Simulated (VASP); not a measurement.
# NaBI (P-6m2) in VASP: further runs

Aim: see how the results for NaBI move with the level of theory and the settings. Levels: PBE, PBEsol. Tasks: relaxation of cell and atoms, relaxation of the atoms.

Program: VASP 6.6.1. These are calculated values, not measurements. Logs are shortened: lines on timing, memory, paths and dates and some standing lists are left out, and cuts for length are marked.

**1. The structure**

The structure is hexagonal, space group P-6m2 (No. 187). The conventional cell has a = 4.427 Å, b = 4.427 Å, c = 5.371 Å, α = 90.00°, β = 90.00°, γ = 120.00°. Na (site symmetry -6m2) has 6 I at 3.71 Å and 6 B at 3.71 Å as nearest neighbours. Around B (site symmetry -6m2) lie 3 I at 2.56 Å. I (site symmetry -6m2) has 3 B at 2.56 Å as nearest neighbours.

The cell was built by a generator and needn't be a form met in nature.

**2. Relaxation of cell and atoms, PBE**

File INCAR:

```
SYSTEM = NaBI
  PREC = Accurate
  ENCUT = 600
  EDIFF = 1E-6
  ISMEAR = 0
  SIGMA = 0.05
  LREAL = .FALSE.
  LASPH = .TRUE.
  NELM = 80
  ALGO = Fast
  ISIF = 3
  LWAVE = .FALSE.
  LCHARG = .FALSE.
  GGA = PE
  IBRION = 2
  NSW = 40
  EDIFFG = -0.02
```

File KPOINTS:

```
regular mesh
0
G
  7 7 5
  0 0 0
```

File POSCAR:

```
NaBI
1.0
    4.4273558200      0.0000000000      0.0000000000
   -2.2136779100      3.8342026100      0.0000000000
    0.0000000000      0.0000000000      5.3711212200
Na B I
1 1 1
Direct
    0.0000000000      0.0000000000      0.0000000000
    0.3333333300      0.6666666700      0.5000000000
    0.6666666700      0.3333333300      0.5000000000
```

Potentials or basis: VASP PAW PBE potentials, release 64 (Na_pv, B, I).

Launch:

```sh
$ cat potpaw_PBE.64/Na_pv/POTCAR potpaw_PBE.64/B/POTCAR potpaw_PBE.64/I/POTCAR > POTCAR
$ mpirun -np 1 vasp_std > vasp.out
```

OUTCAR:

```text
SYSTEM = NaBI
   PREC = Accurate
   ENCUT = 600
   EDIFF = 1E-6
   ISMEAR = 0
   LREAL = .FALSE.
   LASPH = .TRUE.
   NELM = 80
   ISIF = 3
   GGA = PE
   IBRION = 2
   NSW = 40
   EDIFFG = -0.02

 ion  position               nearest neighbor table
   1  0.000  0.000  0.000-
   2  0.333  0.667  0.500-   3 2.56   3 2.56   3 2.56
   3  0.667  0.333  0.500-   2 2.56   2 2.56   2 2.56

  LATTYP: Found a hexagonal cell.
 ALAT       =     4.4273558200
 C/A-ratio  =     1.2131668288

  Lattice vectors:

 A1 = (   4.4273558200,   0.0000000000,   0.0000000000)
 A2 = (  -2.2136779100,   3.8342026100,   0.0000000000)
 A3 = (   0.0000000000,   0.0000000000,   5.3711212200)

Analysis of symmetry for initial positions (statically):
=====================================================================
 Subroutine PRICEL returns:
 Original cell was already a primitive cell.

 Routine SETGRP: Setting up the symmetry group for a
 hexagonal supercell.

 Subroutine GETGRP returns: Found 12 space group operations
 (whereof 12 operations were pure point group operations)
 out of a pool of 24 trial point group operations.

The static configuration has the point symmetry D_3h.

Analysis of symmetry for dynamics (positions and initial velocities):
=====================================================================
 Subroutine PRICEL returns:
 Original cell was already a primitive cell.

 Routine SETGRP: Setting up the symmetry group for a
 hexagonal supercell.

 Subroutine GETGRP returns: Found 12 space group operations
 (whereof 12 operations were pure point group operations)
 out of a pool of 24 trial point group operations.

The dynamic configuration has the point symmetry D_3h.

 Subroutine INISYM returns: Found 12 space group operations
 (whereof 12 operations are pure point group operations),
 and found     1 'primitive' translations

----------------------------------------------------------------------------------------

                                     Primitive cell

  volume of cell :      91.1768

  direct lattice vectors                    reciprocal lattice vectors
     4.427355820  0.000000000  0.000000000     0.225868451  0.130405211  0.000000000
    -2.213677910  3.834202610  0.000000000     0.000000000  0.260810422  0.000000000
     0.000000000  0.000000000  5.371121220     0.000000000  0.000000000  0.186180866

  length of vectors
     4.427355820  4.427355819  5.371121220     0.260810422  0.260810422  0.186180866

  position of ions in fractional coordinates (direct lattice)
     0.000000000  0.000000000  0.000000000
     0.333333330  0.666666670  0.500000000
     0.666666670  0.333333330  0.500000000

  ion indices of the primitive-cell ions
   primitive index   ion index
                 1           1
                 2           2
                 3           3

----------------------------------------------------------------------------------------

 KPOINTS: regular mesh

Automatic generation of k-mesh.
 Grid dimensions read from file:
 generate k-points for:    7    7    5

 Generating k-lattice:

  Cartesian coordinates                     Fractional coordinates (reciprocal lattice)
     0.032266922  0.018629316  0.000000000     0.142857143 -0.000000000  0.000000000
     0.000000000  0.037258632  0.000000000     0.000000000  0.142857143  0.000000000
     0.000000000  0.000000000  0.037236173     0.000000000  0.000000000  0.200000000

  Length of vectors
     0.037258632  0.037258632  0.037236173

  Shift w.r.t. Gamma in fractional coordinates (k-lattice)
     0.000000000  0.000000000  0.000000000

 Subroutine IBZKPT returns following result:
 ===========================================

 Found     24 irreducible k-points:

 Following reciprocal coordinates:
            Coordinates               Weight
  0.000000  0.000000  0.000000      1.000000
  0.142857  0.000000  0.000000      6.000000
  0.285714  0.000000  0.000000      6.000000
  0.428571  0.000000  0.000000      6.000000
  0.142857  0.142857  0.000000      6.000000
  0.285714  0.142857  0.000000     12.000000
[... 16 lines left out ...]
  0.428571  0.142857  0.400000     12.000000
  0.285714  0.285714  0.400000     12.000000
   k-points           NKPTS =     24   k-points in BZ     NKDIM =     24   number of bands    NBANDS=     12
   number of dos      NEDOS =    301   number of ions     NIONS =      3
   total plane-waves  NPLWV =  62208
   dimension x,y,z NGX =    36 NGY =   36 NGZ =   48
   dimension x,y,z NGXF=    72 NGYF=   72 NGZF=   96
   ions per type =               1   1   1
   NGX,Y,Z   is equivalent  to a cutoff of  13.52, 13.52, 14.86 a.u.
   NGXF,Y,Z  is equivalent  to a cutoff of  27.04, 27.04, 29.71 a.u.
 SYSTEM =  NaBI
   PREC   = accura    normal or accurate (medium, high low for compatibility)
   ISTART =      0    job   : 0-new  1-cont  2-samecut
   ICHARG =      2    charge: 1-file 2-atom 10-const
   ISPIN  =      1    spin polarized calculation?
   LNONCOLLINEAR =      F non collinear calculations
   LSORBIT =      F    spin-orbit coupling
   LASPH  =      T    aspherical Exc in radial PAW
   ENCUT  =  600.0 eV  44.10 Ry    6.64 a.u.   8.84  8.84 10.73*2*pi/ulx,y,z
   NELM   =     80;   NELMIN=  2; NELMDL= -5     # of ELM steps
   EDIFF  = 0.1E-05   stopping-criterion for ELM
   LREAL  =      F    real-space projection
   EDIFFG = -.2E-01   stopping-criterion for IOM
   NSW    =     40    number of steps for IOM
   IBRION =      2    ionic relax: 0-MD 1-quasi-New 2-CG
   NFREE  =      1    steps in history (QN), initial steepest desc. (CG)
   ISIF   =      3    stress and relaxation
   ISYM   =      2    0-nonsym 1-usesym 2-fastsym
   POTIM  = 0.5000    time-step for ionic-motion
   TEBEG  =    0.0;   TEEND  =   0.0 temperature during run
   PSTRESS=    0.0 pullay stress
   NELECT =      17.0000    total number of electrons
   NUPDOWN=      -1.0000    fix difference up-down
   EMIN   =  10.00;   EMAX   =-10.00  energy-range for DOS
   EFERMI =   0.00;   METHOD = LEGACY
   ISMEAR =     0;   SIGMA  =   0.05  broadening in eV -4-tet -1-fermi 0-gaus
   EFERMI_NEDOS =   21; number of points for ismear=-14 and -15
   IALGO  =     68    algorithm
   IMIX   =      4    mixing-type and parameters
     AMIX     =   0.40;   BMIX     =  1.00
     AMIX_MAG =   1.60;   BMIX_MAG =  1.00
  volume/ion in A,a.u.               =      30.39       205.10
  Fermi-wavevector in a.u.,A,eV,Ry     =   0.935254  1.767374 11.901021  0.874700
  Thomas-Fermi vector in A             =   2.062143
   LORBIT       =      0    0 simple, 1 ext, 2 COOP (PROOUT), +10 PAW based schemes
   GGA     = PE    functional components
   LHFCALC =     F    Hartree Fock is set to
   AEXX    =    0.0000 exact exchange contribution
   IVDW    =     0    specifies the selected vdW correction
   LEPSILON=     F    determine dielectric tensor
   LRPA    =     F    only Hartree local field effects (RPA)
 conjugate gradient relaxation of ions
 non-spin polarized calculation
 RMM-DIIS sequential band-by-band and
 Gauss-broadening in eV      SIGMA  =   0.05
  energy-cutoff  :      600.00
  volume of cell :       91.18
 maximum number of plane-waves:      3065
 NGX is ok and might be reduce to    36
   NGX = 17   NGY = 17   NGZ = 21

--------------------------------------- Ionic step        1  -------------------------------------------

 number of electron      17.0000003 magnetization

 Free energy of the ion-electron system (eV)
  ---------------------------------------------------
  ext. energy  EPLUGINS =         0.00000000
  ---------------------------------------------------
  free energy    TOTEN  =        -6.32685976 eV

  energy without entropy =       -6.32095596  energy(sigma->0) =       -6.32390786

------------------------ aborting loop because EDIFF is reached ----------------------------------------

  FORCE on cell =-STRESS in cart. coord.  units (eV):
  Direction    XX          YY          ZZ          XY          YZ          ZX
  --------------------------------------------------------------------------------------
  -------------------------------------------------------------------------------------
  Total        0.5693357      0.5693357     -2.3839591     -0.0000000      0.0000000      0.0000000
  in kB       10.0044802     10.0044802    -41.8914074     -0.0000000      0.0000000      0.0000000
  external PRESSURE =      -7.2941490 kB  Pullay stress =       0.0000000 kB
[... 281 lines left out ...]
  energy  without entropy=       -6.7825467436  energy(sigma->0) =       -6.78383441

--------------------------------------- Ionic step        9  -------------------------------------------

 number of electron      17.0000002 magnetization

 Free energy of the ion-electron system (eV)
  ---------------------------------------------------
  ext. energy  EPLUGINS =         0.00000000
  ---------------------------------------------------
  free energy    TOTEN  =        -6.78534952 eV

  energy without entropy =       -6.78289242  energy(sigma->0) =       -6.78412097

 E-fermi :   4.0269     XC(G=0):  -8.3922

 val. band max:        3.9754251255   @ k =   0.2857   0.2857   0.2000
 cond. band min:       4.0441841703   @ k =   0.4286   0.0000   0.2000
 fundamental gap:      0.0687590448
 Fermi energy:         4.0268665882

 k-point     1 :       0.0000    0.0000    0.0000
  band No.  band energies     occupation
      1     -21.2267      2.00000
      2     -21.1999      2.00000
      3     -21.1999      2.00000
      4     -10.7498      2.00000
      5      -1.0353      2.00000
      6      -0.5446      2.00000
      7      -0.5446      2.00000
      8       0.5876      2.00000
      9       4.1131      0.01470
     10       4.1131      0.01470
     11       5.7277      0.00000
     12       6.0003      0.00000
[... 373 lines left out ...]
  FREE ENERGIE OF THE ION-ELECTRON SYSTEM (eV)
  ---------------------------------------------------
  free  energy   TOTEN  =        -6.7853495199 eV

  energy  without entropy=       -6.7828924184  energy(sigma->0) =       -6.78412097

 reached required accuracy - stopping structural energy minimisation
```

Wall time 2.1 min (1 thread of Intel Xeon Platinum 8488C (Sapphire Rapids), shared host); peak memory 0.26 GiB.

Results:

```
Free energy                            : -6.7853 eV
Relaxed volume                         : 25.51 Å³/atom
Relaxed cell                           : a = 4.676 Å, b = 4.676 Å, c = 4.043 Å, α = 90.00°, β = 90.00°, γ = 120.00°
Space group after relaxing (to 0.05 Å) : P-6m2 (No. 187)
Energy gained by relaxing              : 152.8 meV/atom
Ionic steps                            : 9
Pressure after relaxing                : 0.0 GPa
Band gap on the k mesh                 : none (metal or under the smearing width)
```

The path:
| step | energy change (eV) | largest force (eV/Å) | pressure (GPa) | volume (Å³) |
| --- | --- | --- | --- | --- |
| 1 | 0.0000 | 0.0000 | -0.73 | 91.18 |
| 2 | -0.1098 | 0.0000 | -0.06 | 89.29 |
| 3 | -0.3813 | 0.0000 | -0.40 | 82.95 |
| 4 | -0.1491 | 0.0000 | 3.54 | 66.99 |
| 5 | -0.4391 | 0.0000 | -0.41 | 79.99 |
| 6 | -0.4565 | 0.0000 | -0.23 | 77.73 |
| 7 | -0.4584 | 0.0000 | -0.11 | 76.71 |
| 8 | -0.4583 | 0.0000 | -0.15 | 77.05 |
| 9 | -0.4585 | 0.0000 | -0.01 | 76.54 |

Final structure:
```
Na B I
1.0
     4.67568    0.00000    0.00000
    -2.33784    4.04926    0.00000
     0.00000    0.00000    4.04288
Na B I
1 1 1
Direct
  0.00000 0.00000 0.00000
  0.33333 0.66667 0.50000
  0.66667 0.33333 0.50000
```

Caveat: the volume moved by over 15 % at a fixed basis, so the end points are rough; an odd number of electrons without spin polarisation forces a metal; a magnetic or distorted state may lie lower. Spin-orbit coupling is left out, which matters for the levels of I.

**3. Relaxation of the atoms, PBEsol**

File INCAR:

```
ALGO     = Normal         # electronic algorithm
EDIFF    = 1E-6           # SCF threshold, eV
EDIFFG   = -0.005         # ionic threshold
ENCUT    = 520            # plane-wave cutoff, eV
GGA      = PS             # functional
IBRION   = 2              # ionic algorithm
ISIF     = 2              # what is computed and relaxed
ISMEAR   = 0              # smearing method
LASPH    = True           # aspherical terms in the spheres
LCHARG   = False          # write CHGCAR
LREAL    = False          # projectors in reciprocal space
LWAVE    = False          # write WAVECAR
NELM     = 60             # most SCF steps
NSW      = 40             # ionic steps
PREC     = Accurate       # precision mode
SIGMA    = 0.05           # smearing width, eV
```

File KPOINTS:

```
k-points
0
Gamma
  7 7 5
```

POSCAR is that of step 2.

Potentials or basis: VASP PAW PBE potentials, release 64 (Na_pv, B, I).

Launch:

```sh
$ cat potpaw_PBE.64/Na_pv/POTCAR potpaw_PBE.64/B/POTCAR potpaw_PBE.64/I/POTCAR > POTCAR
$ mpirun -np 1 vasp_std > vasp.out
```

It took 12 s on 1 thread of Intel Xeon Platinum 8488C (Sapphire Rapids), shared host; peak memory 0.23 GiB.

It converged, with:

```yaml
Free_energy: -6.9189 eV
Pressure_after_relaxing: -1.7 GPa
Band_gap_on_the_k_mesh: none (metal or under the smearing width)
```

Stress tensor (GPa, compression positive):
```
-0.33  0.00  0.00
 0.00 -0.33  0.00
 0.00  0.00 -4.55
```

Final structure:
```yaml
crystal:
  lattice:
    - [4.42736, 0.00000, 0.00000]
    - [-2.21368, 3.83420, 0.00000]
    - [0.00000, 0.00000, 5.37112]
  atoms:
    - { symbol: Na, position: [0.00000, 0.00000, 0.00000] }
    - { symbol: B, position: [0.33333, 0.66667, 0.50000] }
    - { symbol: I, position: [0.66667, 0.33333, 0.50000] }
```

Levels at points of the mesh, in eV from the Fermi level:
```csv
k point,band 6,band 7,band 8,band 9,band 10,band 11
"(0.00, 0.00, 0.00)",-4.34,-4.34,-4.10,-0.31,0.81,0.81
```

Caveat: the relaxation stopped at its first step, so nothing moved; the PAW data sets were made with another functional, which shifts forces and pressure a little; an odd number of electrons without spin polarisation forces a metal; a magnetic or distorted state may lie lower.
